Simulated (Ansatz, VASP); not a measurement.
# Ta2CF2 in two plane-wave programs, part 2 of 2

One calculation is typed for both programs; each brings its own data sets. How far apart do they land? The cell is taken from a series of runs on this material, whose earlier steps may have relaxed, scaled, displaced or heated it; both programs get it as it stands.

VASP 6.6.1 and Ansatz 0.2.0.

So far. Step 2 (VASP: single point, PBEsol, pair 1): The run ends at a pressure of 5.07 GPa, with forces up to 6.3 eV/Å.

## Step 5: Ansatz: single point, PBEsol, pair 2

Level of this step: Ansatz beside VASP: Kohn-Sham DFT, plane waves, PBEsol (Ansatz).

With cell and atoms fixed, the geometry can't cause a difference; cores, projectors, grids and the points listed under the comparison can. This pair takes another cell of the material, with 10 atoms against 5 for the pair before.

The cell is taken from a series of runs on this material, whose earlier steps may have relaxed, scaled, displaced or heated it; both programs get it as it stands.

Contents of input.yaml:

```yaml
crystal:
  lattice:
    - [3.1663041994, 0.0, 0.0]
    - [0.0, 5.4841997456, 0.0]
    - [0.0, 0.0, 33.2]
  atoms:
    - { symbol: C, position: [0.0, 0.0, 0.3012048193] }
    - { symbol: C, position: [0.5, 0.5, 0.3012048193] }
    - { symbol: Ta, position: [0.0, 0.3333333333, 0.3340003458] }
    - { symbol: Ta, position: [0.5, 0.8333333333, 0.3340003458] }
    - { symbol: Ta, position: [0.5, 0.1666666667, 0.2684092927] }
    - { symbol: Ta, position: [1.0, 0.6666666667, 0.2684092927] }
    - { symbol: F, position: [0.5, 0.1666666667, 0.3757248738] }
    - { symbol: F, position: [1.0, 0.6666666667, 0.3757248738] }
    - { symbol: F, position: [0.0, 0.3333333333, 0.2266847648] }
    - { symbol: F, position: [0.5, 0.8333333333, 0.2266847648] }
  periodic: [true, true, false]
kpoints:
  mp_grid: { grid: [12, 8, 1] }
hamiltonian:
  xc: pbesol
scf:
  occupations: { method: methfessel_paxton, width: 0.15 }
output:
  forces: true
  stress: true
  eigenvalues: true
```

On the command line:

```sh
$ ansatz run input.yaml --threads 8 --pin off --max-ram 14336MiB --backend cpu --events-out ev --progress --plain --runs-dir out
```

Numbers of over 12 decimals in the logs are rounded to 6 here.

The log of the run:

```text
[...]
Crystal: 10 atoms, lattice volume = 576.506 Å³
Basis set: ecut = 420 eV, 11255 PW (Γ), exchange–correlation on 48×80×450 points (8 copies of the dense FFT grid, shifted against one another)
Bands: 54, of which v1, the nominal top of the filled ones, is band 44 counted from 1 (43 counted from 0)
Symmetry: 8 space group operations
[...]
k-points: 35 of 96
[...]
k-point 1: bands = [... 40 lower, -7.7738, -5.6448, -5.4031, -4.3254, -2.9750, -2.5464, -2.5196, -2.3743, ... 6 higher]
  k-point 2: bands = [... 40 lower, -7.5749, -5.9941, -5.1284, -4.2691, -3.2020, -2.8736, -2.8339, -2.4993, ... 6 higher]
  k-point 34: bands = [... 40 lower, -7.8430, -7.8430, -2.1774, -2.1774, -1.9906, -1.9906, -1.8705, -1.8705, ... 6 higher]
  ° read free of the cell's end (the report's vacuum.weakly_bound_levels)
[key lines of the parts left out:]
SCF converged after 8 iterations
Free energy (F): -42926.011036 eV
Fermi energy:    -3.688032 eV
P = ½ c Tr σ = -0.0537 N/m
```

## Step 6: VASP: single point, PBEsol, pair 2

The same cell, functional, mesh and smearing now go to VASP, with its own data sets.

Contents of INCAR:

```
SYSTEM = Ta2CF2
PREC = Accurate
ENCUT = 520
EDIFF = 1E-06
NELM = 120
ISMEAR = 1
SIGMA = 0.15
LREAL = .FALSE.
ALGO = Normal
GGA = PS
NBANDS = 50
LASPH = .TRUE.
LORBIT = 11
LWAVE = .FALSE.
LCHARG = .FALSE.
ISIF = 2
LDIPOL = .TRUE.
IDIPOL = 3
DIPOL = 0.5 0.5 0.301
LVHAR = .TRUE.
GGA_COMPAT = .FALSE.
NELMDL = -8
KPAR = 2
```

Contents of POSCAR:

```
Ta2CF2
1.0
    3.1663041994      0.0000000000      0.0000000000
    0.0000000000      5.4841997456      0.0000000000
    0.0000000000      0.0000000000     33.2000000000
C Ta F
2 4 4
Direct
    0.0000000000      0.0000000000      0.3012048193
    0.5000000000      0.5000000000      0.3012048193
    0.0000000000      0.3333333333      0.3340003458
    0.5000000000      0.8333333333      0.3340003458
    0.5000000000      0.1666666667      0.2684092928
    0.0000000000      0.6666666667      0.2684092928
    0.5000000000      0.1666666667      0.3757248738
    0.0000000000      0.6666666667      0.3757248738
    0.0000000000      0.3333333333      0.2266847648
    0.5000000000      0.8333333333      0.2266847648
```

Contents of KPOINTS:

```
Automatic mesh
0
Gamma
12 8 1
0 0 0
```

PAW data sets: C, Ta_pv and F (PBE family, release 64).

On the command line:

```sh
$ mpirun -np 2 vasp_std
```

The log of the run:

```text
[banner, memory and clock lines left out]
running    2 mpi-ranks, on    1 nodes
[...]
[... a notice as in an earlier step ...]

 LDA part: xc-table for (Slater+PW92), standard interpolation
 POSCAR, INCAR and KPOINTS ok, starting setup
[...]
entering main loop
       N       E                     dE             d eps       ncg     rms          rms(c)
DAV:   1     0.750225912261E+03    0.75023E+03   -0.39637E+04  4332   0.129E+03
DAV:   2    -0.161868650498E+02   -0.76641E+03   -0.74677E+03  4704   0.330E+02
DAV:   3    -0.103348818195E+03   -0.87162E+02   -0.86036E+02  4150   0.110E+02
DAV:   4    -0.106109461026E+03   -0.27606E+01   -0.27313E+01  4510   0.207E+01
[...]
DAV:  25    -0.933006381138E+02   -0.49285E-05   -0.21646E-07  2498   0.160E-03    0.290E-04
DAV:  26    -0.933006395892E+02   -0.14754E-05   -0.95471E-08  2384   0.899E-04    0.108E-04
DAV:  27    -0.933006399429E+02   -0.35369E-06   -0.29269E-08  2250   0.513E-04
   1 F= -.93300640E+02 E0= -.93300566E+02  d E =-.220808E-03
```

From OUTCAR (step 6):

```text
  Total        0.2485652      0.4411044      0.2616310      0.0000000     -0.0051298      0.0000000
  in kB        0.6907915      1.2258801      0.7271028      0.0000000     -0.0142562      0.0000000
  external PRESSURE =       0.8812581 kB  Pullay stress =       0.0000000 kB

 POSITION                                       TOTAL-FORCE (eV/Angst)
 -----------------------------------------------------------------------------------
      0.00000      0.00000     10.00000         0.000000     -0.000000     -0.000000
      1.58315      2.74210     10.00000         0.000000     -0.000000     -0.000000
      0.00000      1.82807     11.08881         0.000000     -0.017759      0.043914
      1.58315      4.57017     11.08881         0.000000     -0.017759      0.043914
      1.58315      0.91403      8.91119        -0.000000      0.017759     -0.043914
      0.00000      3.65613      8.91119         0.000000      0.017759     -0.043914
      1.58315      0.91403     12.47407        -0.000000      0.007272      0.028796
      0.00000      3.65613     12.47407         0.000000      0.007272      0.028796
      0.00000      1.82807      7.52593         0.000000     -0.007272     -0.028796
      1.58315      4.57017      7.52593        -0.000000     -0.007272     -0.028796
 -----------------------------------------------------------------------------------
    total drift:                                0.000000     -0.000000     -0.000494

  FREE ENERGIE OF THE ION-ELECTRON SYSTEM (eV)
  ---------------------------------------------------
  free  energy   TOTEN  =       -93.3006399429 eV

  energy  without entropy=      -93.3004191345  energy(sigma->0) =      -93.30056634

[... 3 further parts left out ...]
[key lines of the parts left out:]
E-fermi :  -1.5960
```

The run ends at a pressure of 0.09 GPa, with forces up to 0.047 eV/Å.

## Step 7: Comparison

What differs besides the data sets and the points named for the pairs above, as far as they apply: the data sets hold 88 valence electrons in Ansatz (on its default PAW (the set named soft_2) files) and 80 in VASP. Total energies have different zeros and are not compared.

Forces (eV/Å; atoms numbered as in POSCAR):

| atom | Ansatz x, y, z | VASP x, y, z |
| --- | --- | --- |
| C1 | 0.000, 0.000, 0.000 | 0.000, 0.000, 0.000 |
| C2 | 0.000, 0.000, 0.000 | 0.000, 0.000, 0.000 |
| Ta3 | 0.000, -0.018, 0.000 | 0.000, -0.018, 0.044 |
| Ta4 | 0.000, -0.018, 0.000 | 0.000, -0.018, 0.044 |
| Ta5 | 0.000, 0.018, 0.000 | 0.000, 0.018, -0.044 |
| Ta6 | 0.000, 0.018, 0.000 | 0.000, 0.018, -0.044 |
| F7 | 0.000, 0.007, 0.006 | 0.000, 0.007, 0.029 |
| F8 | 0.000, 0.007, 0.006 | 0.000, 0.007, 0.029 |
| F9 | 0.000, -0.007, -0.006 | 0.000, -0.007, -0.029 |
| F10 | 0.000, -0.007, -0.006 | 0.000, -0.007, -0.029 |

The forces differ by 18 meV/Å r.m.s., which is 88.6 % of the r.m.s. force of 0.020 eV/Å (both taken over all components). With vacuum in the cell, a pressure given here is an average over mostly empty space and none of the material.

## Step 8: Further runs

Further runs change the set-up of one program: Ansatz's method, potentials or start, or VASP's data sets, cutoff or form of LDA. The table gives that difference for each run.

| run | r.m.s. force difference (meV/Å) |
| --- | --- |
| as above | 18 |
| VASP with the data sets C, Ta_sv_GW and F | 13 |

## Step 9: Ansatz: single point, PBEsol, pair 3

A single point gives forces, pressure and levels at one fixed geometry, so differences don't come from the geometry; what else differs is listed under the comparison.

The cell is taken from a series of runs on this material, whose earlier steps may have relaxed, scaled, displaced or heated it; both programs get it as it stands.

Contents of input.yaml:

```yaml
crystal:
  lattice:
    - [3.1663041994, 0.0, 0.0]
    - [0.0, 5.4841997456, 0.0]
    - [0.0, 0.0, 33.2]
  atoms:
    - { symbol: C, position: [0.0, 0.0024746012, 0.3035795327] }
    - { symbol: C, position: [0.5, 0.4975253988, 0.2988301058] }
    - { symbol: Ta, position: [0.0, 0.3413069489, 0.3337746937] }
    - { symbol: Ta, position: [0.5, 0.8253597178, 0.3342259979] }
    - { symbol: Ta, position: [0.5, 0.1586930511, 0.2686349449] }
    - { symbol: Ta, position: [1.0, 0.6746402822, 0.2681836406] }
    - { symbol: F, position: [0.5, 0.1666831112, 0.3744855939] }
    - { symbol: F, position: [1.0, 0.6666502221, 0.3769641536] }
    - { symbol: F, position: [0.0, 0.3333168888, 0.2279240446] }
    - { symbol: F, position: [0.5, 0.8333497779, 0.2254454849] }
  periodic: [true, true, false]
kpoints:
  mp_grid: { grid: [12, 8, 1] }
hamiltonian:
  xc: pbesol
scf:
  occupations: { method: methfessel_paxton, width: 0.15 }
output:
  forces: true
  stress: true
  eigenvalues: true
```

On the command line:

```sh
$ ansatz run input.yaml --threads 8 --pin off --max-ram 14336MiB --backend cpu --events-out ev --progress --plain --runs-dir out
```

The log of the run:

```text
[...]
Crystal: 10 atoms, lattice volume = 576.506 Å³
Basis set: ecut = 420 eV, 11255 PW (Γ), exchange–correlation on 48×80×450 points (8 copies of the dense FFT grid, shifted against one another)
Bands: 54, of which v1, the nominal top of the filled ones, is band 44 counted from 1 (43 counted from 0)
Symmetry: 4 space group operations
[...]
k-points: 35 of 96
[...]
k-point 1: bands = [... 40 lower, -7.7849, -5.6363, -5.4201, -4.3606, -3.0016, -2.7849, -2.4417, -2.4274, ... 6 higher]
  k-point 2: bands = [... 40 lower, -7.6005, -5.9867, -5.1540, -4.3194, -3.3546, -2.8850, -2.8095, -2.5331, ... 6 higher]
  k-point 34: bands = [... 40 lower, -7.8063, -7.8063, -2.2933, -2.2933, -2.0623, -2.0623, -1.8712, -1.8712, ... 6 higher]
  ° read free of the cell's end (the report's vacuum.weakly_bound_levels)
[key lines of the parts left out:]
SCF converged after 8 iterations
Free energy (F): -42926.027463 eV
Fermi energy:    -3.753000 eV
P = ½ c Tr σ = -0.3181 N/m
```

## Step 10: VASP: single point, PBEsol, pair 3

The same cell, functional, mesh and smearing now go to VASP, with its own data sets.

INCAR is that of step 6.

Contents of POSCAR:

```
Ta2CF2
1.0
    3.1663041994      0.0000000000      0.0000000000
    0.0000000000      5.4841997456      0.0000000000
    0.0000000000      0.0000000000     33.2000000000
C Ta F
2 4 4
Direct
    0.0000000000      0.0024746012      0.3035795327
    0.5000000000      0.4975253988      0.2988301058
    0.0000000000      0.3413069489      0.3337746936
    0.5000000000      0.8253597178      0.3342259979
    0.5000000000      0.1586930511      0.2686349448
    0.0000000000      0.6746402822      0.2681836406
    0.5000000000      0.1666831112      0.3744855939
    0.0000000000      0.6666502221      0.3769641536
    0.0000000000      0.3333168888      0.2279240446
    0.5000000000      0.8333497779      0.2254454849
```

KPOINTS is that of step 6.

On the command line:

```sh
$ mpirun -np 2 vasp_std
```

The log of the run:

```text
[... set-up lines as in an earlier step ...]
 entering main loop
       N       E                     dE             d eps       ncg     rms          rms(c)
DAV:   1     0.749749639057E+03    0.74975E+03   -0.39635E+04  4332   0.129E+03
DAV:   2    -0.163569517479E+02   -0.76611E+03   -0.74595E+03  4750   0.330E+02
DAV:   3    -0.103350125417E+03   -0.86993E+02   -0.85893E+02  4162   0.110E+02
DAV:   4    -0.106065535738E+03   -0.27154E+01   -0.26918E+01  4514   0.207E+01
[...]
DAV:  26    -0.933170029212E+02   -0.30862E-05   -0.13055E-07  2418   0.133E-03    0.534E-04
DAV:  27    -0.933170046364E+02   -0.17152E-05   -0.11373E-07  2422   0.121E-03    0.147E-04
DAV:  28    -0.933170049740E+02   -0.33760E-06   -0.36780E-08  2268   0.730E-04
   1 F= -.93317005E+02 E0= -.93316657E+02  d E =-.104408E-02
```

OUTCAR, selected parts (step 10):

```text
  Total       -0.1690954      0.2869504      0.6290068      0.0000000      0.0832493      0.0000000
  in kB       -0.4699356      0.7974682      1.7480825      0.0000000      0.2313595      0.0000000
  external PRESSURE =       0.6918717 kB  Pullay stress =       0.0000000 kB

 POSITION                                       TOTAL-FORCE (eV/Angst)
 -----------------------------------------------------------------------------------
      0.00000      0.01357     10.07884         0.000000      0.018232     -0.021930
      1.58315      2.72853      9.92116         0.000000     -0.018232      0.021930
      0.00000      1.87180     11.08132         0.000000      0.133360      0.115634
      1.58315      4.52644     11.09630         0.000000     -0.179374      0.229291
      1.58315      0.87030      8.91868         0.000000     -0.133360     -0.115634
      0.00000      3.69986      8.90370         0.000000      0.179374     -0.229291
      1.58315      0.91412     12.43292         0.000000      0.023463      0.004779
      0.00000      3.65604     12.51521         0.000000      0.014029      0.016211
      0.00000      1.82798      7.56708         0.000000     -0.023463     -0.004779
      1.58315      4.57026      7.48479         0.000000     -0.014029     -0.016211
 -----------------------------------------------------------------------------------
    total drift:                                0.000000      0.000003      0.000147

  FREE ENERGIE OF THE ION-ELECTRON SYSTEM (eV)
  ---------------------------------------------------
  free  energy   TOTEN  =       -93.3170049740 eV

  energy  without entropy=      -93.3159608968  energy(sigma->0) =      -93.31665695

[... 2 parts as in an earlier step ...]

[... 1 further part left out ...]
[key lines of the parts left out:]
E-fermi :  -1.6592
```

The run ends at a pressure of 0.07 GPa, with forces up to 0.29 eV/Å.

## Step 11: Differences

What differs besides the data sets and the points named for the pairs above, as far as they apply: the data sets hold 88 valence electrons in Ansatz (on its default PAW (the set named soft_2) files) and 80 in VASP. Total energies have different zeros and are not compared.

Forces (eV/Å; atoms numbered as in POSCAR):

| atom | Ansatz x, y, z | VASP x, y, z |
| --- | --- | --- |
| C1 | 0.000, 0.017, -0.018 | 0.000, 0.018, -0.022 |
| C2 | 0.000, -0.017, 0.018 | 0.000, -0.018, 0.022 |
| Ta3 | 0.000, 0.132, 0.075 | 0.000, 0.133, 0.116 |
| Ta4 | 0.000, -0.179, 0.184 | 0.000, -0.179, 0.229 |
| Ta5 | 0.000, -0.132, -0.075 | 0.000, -0.133, -0.116 |
| Ta6 | 0.000, 0.179, -0.184 | 0.000, 0.179, -0.229 |
| F7 | 0.000, 0.024, -0.018 | 0.000, 0.023, 0.005 |
| F8 | 0.000, 0.014, -0.009 | 0.000, 0.014, 0.016 |
| F9 | 0.000, -0.024, 0.018 | 0.000, -0.023, -0.005 |
| F10 | 0.000, -0.014, 0.009 | 0.000, -0.014, -0.016 |

The forces differ by 18 meV/Å r.m.s., which is 20.4 % of the r.m.s. force of 0.089 eV/Å (both taken over all components). With vacuum in the cell, a pressure given here is an average over mostly empty space and none of the material.

## Step 12: Outcome

```json
{
 "r.m.s. force difference (single point, PBEsol, pair 1)": "0.71 % of the r.m.s. force",
 "r.m.s. force difference (single point, PBEsol, pair 2)": "18 meV/Å",
 "r.m.s. force difference (single point, PBEsol, pair 3)": "18 meV/Å"
}
```

In words: The r.m.s. force difference is 18 meV/Å (single point, PBEsol, pair 2), beyond the 12 meV/Å picked in this series as the mark of a large difference. The data sets hold unlike numbers of valence electrons (44 in Ansatz and 40 in VASP and 88 in Ansatz and 80 in VASP), so part of the differences comes from the potentials. Single point, PBEsol, pair 2, VASP with the data sets C, Ta_sv_GW and F: r.m.s. force difference goes from 18 to 13 meV/Å. What causes the difference of the single point, PBEsol, pair 3 pair stays open here. 3 further runs of this series are not shown here. Such differences can come from data sets, numerical settings and the points named under the comparisons, not from the functional's error against experiment.

[Lines on the potential files, build, host, timing and source positions are cut from VASP's logs without a mark.]

[Logs are printed without paths, hosts, clocks, repeated set-up lines and the standing remarks that a program may print on its own settings, such as how far it seeks lower states.]

[Hosts, paths, dates, database ids (printed as entryN), source tags and the programs' standing remarks are cut or masked in the printed files.]
